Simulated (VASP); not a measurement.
Given:

```
BP
1.0
    0.00000     2.26103     2.26103
    2.26103     0.00000     2.26103
    2.26103     2.26103     0.00000
B P
1 1
Direct
  0.00000   0.00000   0.00000
  0.25000   0.25000   0.25000
```

Computed with SCAN meta-GGA, VASP's PBE PAW potentials (set 64) (plane waves; VASP 6.6.1). Settings: 520 eV cut-off, 11×11×11 Γ-centred mesh, tetrahedra with Blöchl corrections, potentials B P.

Give the energies of bands 2 to 7 at the high-symmetry points, in eV from the valence-band maximum.

| band | Γ | X | U | L | W |
|---|---|---|---|---|---|
| 2 | 0.00 | -9.03 | -8.60 | -9.44 | -8.51 |
| 3 | 0.00 | -4.29 | -6.46 | -1.83 | -5.88 |
| 4 | 0.00 | -4.29 | -3.65 | -1.83 | -5.68 |
| 5 | 3.81 | 1.61 | 2.48 | 4.29 | 5.79 |
| 6 | 3.81 | 1.98 | 6.52 | 5.16 | 7.23 |
| 7 | 3.81 | 13.22 | 10.60 | 5.16 | 7.98 |

The gap is indirect, 1.54 eV, from the valence maximum at Γ to the conduction minimum at Γ-X at 0.78.

The compound is BP in the zinc blende structure. It was relaxed first.
